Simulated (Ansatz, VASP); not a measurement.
**NiGe in two plane-wave programs**

One calculation is typed for both programs; each brings its own data sets and cutoff. How far apart do they land?

Calculated with Ansatz 0.2.0; plane waves, with VASP 6.6.1 beside it; single point at PBE.

## Step 1: Set-up

Symmetry: Pnma, No. 62, orthorhombic system. The conventional cell has a = 5.381 Å, b = 3.428 Å, c = 5.811 Å, α = 90.00°, β = 90.00°, γ = 90.00°. Nearest to Ge lie 6 Ni at 2.33 to 2.49 Å. Ni has 6 Ge at 2.33 to 2.49 Å nearest. Farther neighbours are not listed.

## Step 2: VASP: single point, PBE

A single point gives forces, pressure and levels at one fixed geometry, so differences don't come from the geometry; what else differs is listed under the comparison.

Lines of VASP's logs that name or quote its potential files are left out, and so is its time.

INCAR

```
SYSTEM = NiGe
PREC = Accurate
ENCUT = 410
EDIFF = 1E-06
NELM = 100
ISMEAR = -1
SIGMA = 0.05
LREAL = .FALSE.
ALGO = Normal
GGA = PE
NBANDS = 63
ISPIN = 2
MAGMOM = 0 0 0 0 1 1 1 1
LMAXMIX = 4
LORBIT = 11
LWAVE = .FALSE.
LCHARG = .TRUE.
ISIF = 2
LELF = .TRUE.
LVHAR = .TRUE.
```

POSCAR

```
NiGe
1.0
    5.3810000000      0.0000000000      0.0000000000
    0.0000000000      3.4280000000      0.0000000000
    0.0000000000      0.0000000000      5.8110000000
Ge Ni
4 4
Direct
    0.3120000000      0.7500000000      0.9170000000
    0.6880000000      0.2500000000      0.0830000000
    0.1880000000      0.2500000000      0.4170000000
    0.8120000000      0.7500000000      0.5830000000
    0.4950000000      0.7500000000      0.3100000000
    0.5050000000      0.2500000000      0.6900000000
    0.0050000000      0.2500000000      0.8100000000
    0.9950000000      0.7500000000      0.1900000000
```

KPOINTS

```
Automatic mesh
0
Gamma
5 8 5
0 0 0
```

Potentials, in the order of the species: Ge_d and Ni (PBE family, release 64).

Command:

```
$ mpirun -np 4 vasp_std
```

Numbers of over 12 decimals in the logs are rounded to 6 here.

Log:

```text
[banner, memory and clock lines left out]
running    4 mpi-ranks, on    1 nodes
 distrk:  each k-point on    4 cores,    1 groups
 distr:  one band on    1 cores,    4 groups

 POSCAR found type information on POSCAR GeNi
 POSCAR found :  2 types and       8 ions
 LDA part: xc-table for (Slater+PW92), standard interpolation
|                                                                             |
|           W    W    AA    RRRRR   N    N  II  N    N   GGGG   !!!           |
|           W    W   A  A   R    R  NN   N  II  NN   N  G    G  !!!           |
|           W    W  A    A  R    R  N N  N  II  N N  N  G       !!!           |
|           W WW W  AAAAAA  RRRRR   N  N N  II  N  N N  G  GGG   !            |
|           WW  WW  A    A  R   R   N   NN  II  N   NN  G    G                |
|           W    W  A    A  R    R  N    N  II  N    N   GGGG   !!!           |
|                                                                             |
|     The number of bands has been changed from the values supplied in        |
|     The orbitals not found in the WAVECAR file will be initialized with     |
|     random numbers, which is usually adequate. For correlated               |
|     calculations, however, you should redo the groundstate calculation.     |
|     I found NBANDS = 63. Now, NBANDS = 64.                                  |
|                                                                             |

 POSCAR, INCAR and KPOINTS ok, starting setup
 FFT: planning ... GRIDC
 FFT: planning ... GRID_SOFT
 FFT: planning ... GRID
 WAVECAR not read
 entering main loop
       N       E                     dE             d eps       ncg     rms          rms(c)
DAV:   1     0.954105833716E+03    0.95411E+03   -0.33630E+04 14064   0.351E+03
DAV:   2     0.153028805356E+03   -0.80108E+03   -0.74823E+03 11520   0.866E+02
DAV:   3    -0.329996784979E+02   -0.18603E+03   -0.17760E+03 11648   0.234E+02
DAV:   4    -0.465325273600E+02   -0.13533E+02   -0.13424E+02 13088   0.731E+01
DAV:   5    -0.468255178065E+02   -0.29299E+00   -0.29287E+00 12728   0.124E+01    0.239E+01
DAV:   6    -0.546912149035E+02   -0.78657E+01   -0.62097E+01 14352   0.855E+01    0.326E+01
DAV:   7    -0.423598829115E+02    0.12331E+02   -0.25001E+01 12840   0.581E+01    0.367E+00
DAV:   8    -0.424294140421E+02   -0.69531E-01   -0.25439E+00 14368   0.113E+01    0.331E+00
DAV:   9    -0.423498174490E+02    0.79597E-01   -0.52034E-01 13752   0.651E+00    0.730E-01
DAV:  10    -0.423509349320E+02   -0.11175E-02   -0.38398E-02 12880   0.194E+00    0.408E-01
DAV:  11    -0.423509615984E+02   -0.26666E-04   -0.38680E-03 14568   0.450E-01    0.193E-01
DAV:  12    -0.423510427307E+02   -0.81132E-04   -0.73186E-04 15592   0.234E-01    0.124E-01
DAV:  13    -0.423510327945E+02    0.99361E-05   -0.21224E-04 12848   0.135E-01    0.411E-02
DAV:  14    -0.423510348786E+02   -0.20841E-05   -0.28586E-05 14632   0.432E-02    0.126E-02
DAV:  15    -0.423510337886E+02    0.10900E-05   -0.47818E-06 11456   0.144E-02    0.532E-03
DAV:  16    -0.423510332890E+02    0.49960E-06   -0.40644E-07  7160   0.426E-03
   1 F= -.42351033E+02 E0= -.42339801E+02  d E =-.224642E-01  mag=    -0.0001
```

OUTCAR, selected parts (step 2):

```text
ion  position               nearest neighbor table
   1  0.312  0.750  0.917-   8 2.33   6 2.40   6 2.40   7 2.46   7 2.46   5 2.49   2 2.82   2 2.82

  LATTYP: Found a simple orthorhombic cell.
 ALAT       =     3.4280000000
 B/A-ratio  =     1.5697199533
 C/A-ratio  =     1.6951575263

 Subroutine GETGRP returns: Found  8 space group operations
 (whereof  2 operations were pure point group operations)

The static configuration has the point symmetry S_2 .
 The point group associated with its full space group is D_2h.

 Found     45 irreducible k-points:

   k-points           NKPTS =     45   k-points in BZ     NKDIM =     45   number of bands    NBANDS=     64

   dimension x,y,z NGX =    36 NGY =   24 NGZ =   40
   dimension x,y,z NGXF=    72 NGYF=   48 NGZF=   80

   ENCUT  =  410.0 eV  30.13 Ry    5.49 a.u.   8.88  5.66  9.59*2*pi/ulx,y,z

   NELECT =      96.0000    total number of electrons

 k-points in reciprocal lattice and weights: Automatic mesh
   0.00000000  0.00000000  0.00000000       0.005
   0.20000000  0.00000000  0.00000000       0.010
   0.40000000  0.00000000  0.00000000       0.010
   0.00000000  0.12500000  0.00000000       0.010
   0.20000000  0.12500000  0.00000000       0.020
   0.40000000  0.12500000  0.00000000       0.020
   0.00000000  0.25000000  0.00000000       0.010
   0.20000000  0.25000000  0.00000000       0.020
   0.40000000  0.25000000  0.00000000       0.020
[...]
0.20000000  0.50000000  0.40000000       0.020
   0.40000000  0.50000000  0.40000000       0.020

 average (electrostatic) potential at core
       1 -70.3812       2 -70.3812       3 -70.3812       4 -70.3812       5 -82.8230
       6 -82.8230       7 -82.8230       8 -82.8230

 E-fermi :   8.9735

 spin component 1
 k-point     1 :       0.0000    0.0000    0.0000
  band No.  band energies     occupation
    ...
     44       7.2215      1.00000
     45       7.2344      1.00000
     46       7.8400      1.00000
     47       8.0425      1.00000
     48       8.2187      1.00000
     49       9.5374      0.00001
     50       9.6840      0.00000
     51      12.9515      0.00000
     52      13.1311      0.00000
     53      13.4014      0.00000
    ...

 k-point     2 :       0.2000    0.0000    0.0000
  band No.  band energies     occupation
    ...
     44       7.2220      1.00000
     45       7.2724      1.00000
     46       7.6441      1.00000
     47       8.1755      1.00000
     48       8.7592      0.98643
     49      10.0437      0.00000
     50      10.6453      0.00000
     51      12.5137      0.00000
     52      12.7426      0.00000
     53      13.2674      0.00000
    ...

 k-point     3 :       0.4000    0.0000    0.0000
  band No.  band energies     occupation
    ...
     43       7.2470      1.00000
     44       7.2756      1.00000
     45       7.2763      1.00000
     46       7.4056      1.00000
     47       8.8932      0.83264
     48       9.8651      0.00000
     49      10.4730      0.00000
     50      11.2197      0.00000
     51      11.5326      0.00000
     52      12.4750      0.00000
    ...

 k-point     4 :       0.0000    0.1250    0.0000
  band No.  band energies     occupation
    ...
     44       7.2868      1.00000
     45       7.6195      1.00000
     46       7.7004      1.00000
     47       7.8812      1.00000
     48       8.1070      1.00000
     49       9.6861      0.00000
     50       9.8634      0.00000
     51      11.1308      0.00000
     52      11.7188      0.00000
     53      12.7772      0.00000
    ...

 k-point     5 :       0.2000    0.1250    0.0000
  band No.  band energies     occupation
    ...
     44       7.2975      1.00000
     45       7.6030      1.00000
     46       7.6454      1.00000
     47       8.0176      1.00000
     48       8.2215      1.00000
     49      10.4158      0.00000
     50      10.4553      0.00000
     51      11.0576      0.00000
     52      11.8621      0.00000
     53      12.3532      0.00000
    ...

 k-point     6 :       0.4000    0.1250    0.0000
  band No.  band energies     occupation
    ...
     43       7.2222      1.00000
     44       7.3051      1.00000
     45       7.4391      1.00000
     46       7.4832      1.00000
     47       8.7932      0.97354
     48       8.9950      0.39397
     49       9.7438      0.00000
     50      10.6248      0.00000
     51      12.1383      0.00000
     52      12.3095      0.00000
    ...

  Total        1.6895035      2.4050171      2.4870337      0.0000000      0.0000000      0.0000000
  in kB       25.2531179     35.9479445     37.1738532      0.0000000      0.0000000      0.0000000
  external PRESSURE =      32.7916385 kB  Pullay stress =       0.0000000 kB

  energy-cutoff  :      410.00
  volume of cell :      107.19
      direct lattice vectors                 reciprocal lattice vectors
     5.381000000  0.000000000  0.000000000     0.185839063  0.000000000  0.000000000
     0.000000000  3.428000000  0.000000000     0.000000000  0.291715286  0.000000000
     0.000000000  0.000000000  5.811000000     0.000000000  0.000000000  0.172087420

 POSITION                                       TOTAL-FORCE (eV/Angst)
 -----------------------------------------------------------------------------------
      1.67887      2.57100      5.32869        -0.059574     -0.000000     -0.151510
      3.70213      0.85700      0.48231         0.059574      0.000000      0.151510
      1.01163      0.85700      2.42319         0.059574     -0.000000     -0.151510
      4.36937      2.57100      3.38781        -0.059574     -0.000000      0.151510
      2.66359      2.57100      1.80141        -0.091280     -0.000000      0.026215
      2.71741      0.85700      4.00959         0.091280     -0.000000     -0.026215
      0.02691      0.85700      4.70691         0.091280      0.000000      0.026215
      5.35409      2.57100      1.10409        -0.091280     -0.000000     -0.026215
 -----------------------------------------------------------------------------------
    total drift:                                0.000000     -0.000000     -0.000000

  FREE ENERGIE OF THE ION-ELECTRON SYSTEM (eV)
  ---------------------------------------------------
  free  energy   TOTEN  =       -42.3510332890 eV

  energy  without entropy=      -42.3285690740  energy(sigma->0) =      -42.33980118

 total charge
# of ion       s       p       d       tot
------------------------------------------
    1        1.141   1.193  10.085  12.419
    2        1.141   1.193  10.085  12.419
    3        1.141   1.193  10.085  12.419
    4        1.141   1.193  10.085  12.419
    5        0.455   0.531   8.446   9.432
    6        0.455   0.531   8.446   9.432
    7        0.455   0.531   8.446   9.432
    8        0.455   0.531   8.446   9.432
--------------------------------------------------
tot          6.385   6.894  74.126  87.405

 magnetization (x)
# of ion       s       p       d       tot
------------------------------------------
    1        0.000   0.000  -0.000   0.000
    2        0.000   0.000  -0.000   0.000
    3        0.000   0.000  -0.000   0.000
    4        0.000   0.000  -0.000   0.000
    5       -0.000   0.000   0.000   0.000
    6       -0.000   0.000   0.000   0.000
    7       -0.000   0.000   0.000   0.000
    8       -0.000   0.000   0.000   0.000
--------------------------------------------------
tot          0.000   0.000   0.000   0.000

[... 3 further parts left out ...]
```

The moments of VASP's start collapse, so its state is non-magnetic. At this level the cell is under a pressure of 3.3 GPa, so at these settings it is away from equilibrium.

(Part 1 of 2 ends here.)

[Lines on the potential files, build, host, timing and source positions are cut from VASP's logs without a mark.]

[Logs are printed without paths, hosts, clocks, repeated set-up lines and the standing remarks that a program may print on its own settings, such as how far it seeks lower states.]

[Hosts, paths, dates, database ids (printed as entryN), source tags and the programs' standing remarks are cut or masked in the printed files.]
